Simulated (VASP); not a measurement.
Write the native input for VASP 6.6.1 that does the following.

```
Task                   : single point
Functional             : PBE
Potentials or basis    : VASP PAW PBE potentials, release 64 (Bi_d, O, Ba_sv)
Cutoff                 : 520 eV
k mesh                 : 1 × 1 × 1, shifted
Occupations            : gaussian, width 0.1 eV
Spin                   : no spin polarisation
Dipole correction      : no
Further INCAR settings : LREAL = Auto; ALGO = Fast; EDIFF = 1e-06; NBANDS = 94; ISYM = 0
```

The structure of BaBi6O10 lies in POSCAR:

```
BaBi6O10
1.0
    7.4385791596      0.5964089422     -0.2709253188
    0.6008468088      6.6458286193     -0.0996879470
   -0.2503763746     -0.1239025124      7.4537577295
Bi O Ba
6 10 1
Direct
    0.5614708345      0.9914024361      1.0222788548
    0.5759097301      0.0322022476      0.5185944532
    0.6464139601      0.4711999182      0.9745050739
    0.0868223837      0.1266205588      0.1985928142
    0.4034747764      0.5765894771      0.4589458073
    0.9412508759      0.6988251811      0.3385903517
    0.9303652770      0.3705430581      0.0188618000
    0.5458444969      0.2855390337      0.1603703145
    0.5815653760      0.8195042365      0.2688384988
    0.1973268012      0.8106301530      0.3477847728
    0.8605222542      0.9245585085      0.5468617218
    0.4875841099      0.7975862467      0.6626438924
    0.2578308060      0.0442901145      0.9887687374
    0.1702625605      0.4592265125      0.5328728194
    0.6321637487      0.2704852882      0.7504628356
    0.8938272607      0.9347735091      0.1236699569
    0.0517198771      0.1856337711      0.7156115154
```

The cell was built by a generator and needn't be a form met in nature.

One way to write it, as run:

INCAR

```
SYSTEM = BaBi6O10
PREC = Accurate
ENCUT = 520
EDIFF = 1E-6
ISMEAR = 0
SIGMA = 0.1
LREAL = Auto
LASPH = .True.
NELM = 100
ALGO = Fast
ISIF = 2
LWAVE = .False.
LCHARG = .False.
GGA = PE
ISYM = 0
NBANDS = 94
```

KPOINTS

```
Automatic mesh
0
Gamma
  1 1 1
  0.25 0.25 0.25
```

Potentials or basis: VASP PAW PBE potentials, release 64 (Bi_d, O, Ba_sv).

The run is started by

```console
$ cat potpaw_PBE.64/Bi_d/POTCAR potpaw_PBE.64/O/POTCAR potpaw_PBE.64/Ba_sv/POTCAR > POTCAR
$ mpirun -np 1 vasp_std > vasp.out
```

It gave:

```json
{"Pressure": "0.4 GPa", "Largest force": "0.115 eV/Å", "Band gap on the k mesh": "3.24 eV, direct"}
```

Caveat: spin-orbit coupling is left out, which as a rule narrows the gap of such compounds by several tenths of an eV.

Wall time 2.1 min on 1 thread of Intel(R) Xeon(R) Platinum 8488C (Sapphire Rapids), on a shared host, peak memory 0.38 GiB.
